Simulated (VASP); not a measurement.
Given:

```yaml
crystal:
  lattice:
    - [0.00000, 2.86715, 2.86715]
    - [2.86715, 0.00000, 2.86715]
    - [2.86715, 2.86715, 0.00000]
  atoms:
    - { symbol: Zn, position: [0.00000, 0.00000, 0.00000] }
    - { symbol: Se, position: [0.25000, 0.25000, 0.25000] }
```

All values below come from PBE GGA with spin-orbit coupling, VASP's PBE PAW potentials (set 64) (plane waves; VASP). Numerical set-up: 400 eV cut-off, 7×7×7 Γ-centred mesh, Gaussian smearing of 0.050 eV, potentials Zn Se.

Task: What does the run give for the energy per atom (σ→0), band gap (over mesh and band path) with the smallest direct gap where there is one?

Result: 
```yaml
band gap (over mesh and band path): 1.02 eV
smallest direct gap (over mesh and band path): 1.02 eV
energy per atom (σ→0): -292.0 kJ/mol of atoms
```

Total energies compare only between runs with the same potentials, cut-off and functional.

The compound is ZnSe in the zinc blende structure. It was relaxed first.
